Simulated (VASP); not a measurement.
VASP ran on this input.

POSCAR:
```
P
1
    1.6653208119    -5.1595737970    -0.0000000000
    1.6653208119     5.1595737970     0.0000000000
    0.0000000000    -0.0000000000     4.2382439819
P
4
Direct
  0.1053079042   0.8946920958   0.9261825243
  0.3946920958   0.6053079042   0.4261825243
  0.6053079042   0.3946920958   0.5738174757
  0.8946920958   0.1053079042   0.0738174757
```

### KPOINTS
```
Automatic mesh
0
gamma
  9 9 7
```

INCAR:
```
AGGAC=0.0
ALGO=Normal
EDIFF=1E-6
EDIFFG=-0.02
ENCUT=520
GGA=CX
IBRION=2
ISIF=3
ISMEAR=1
LASPH=.TRUE.
LCHARG=.FALSE.
LREAL=.FALSE.
LUSE_VDW=.TRUE.
LWAVE=.FALSE.
NELM=100
NSW=60
PREC=Accurate
SIGMA=0.1
SYSTEM=P
```

POTCAR, in this order: P (PBE.64 set). Program: vasp_std.

Problem. Write an equivalent input for Quantum ESPRESSO's pw.x.

Solution. One equivalent input (not run):
```
&CONTROL
  calculation = 'vc-relax'
  pseudo_dir = './pseudo'
  outdir = './out'
  tprnfor = .true.
  tstress = .true.
  nstep = 60
  forc_conv_thr = 0.00078
/
&SYSTEM
  ibrav = 0
  nat = 4
  ntyp = 1
  ecutwfc = 44
  occupations = 'smearing'
  smearing = 'methfessel-paxton'
  degauss = 0.00735
  input_dft = 'vdw-df-cx'
/
&ELECTRONS
  conv_thr = 7.3e-08
  electron_maxstep = 100
/
&IONS
/
&CELL
/
ATOMIC_SPECIES
  P 30.974 P.upf
CELL_PARAMETERS angstrom
     1.6653208   -5.1595738   -0.0000000
     1.6653208    5.1595738    0.0000000
     0.0000000   -0.0000000    4.2382440
ATOMIC_POSITIONS crystal
  P    0.1053079  0.8946921  0.9261825
  P    0.3946921  0.6053079  0.4261825
  P    0.6053079  0.3946921  0.5738175
  P    0.8946921  0.1053079  0.0738175
K_POINTS automatic
  9 9 7 0 0 0
```
The two are equivalent in intent, not identical: the potentials are each code's own (VASP's PAW set, PseudoDojo norm-conserving files in pw.x), so ENCUT and ecutwfc are chosen apart and not converted; conv_thr bounds pw.x's estimated SCF error, while EDIFF bounds the energy change between steps; forc_conv_thr acts on force components and is met together with etot_conv_thr.

The compound is P in the black structure. It was relaxed first. The start is the result of an earlier pass.
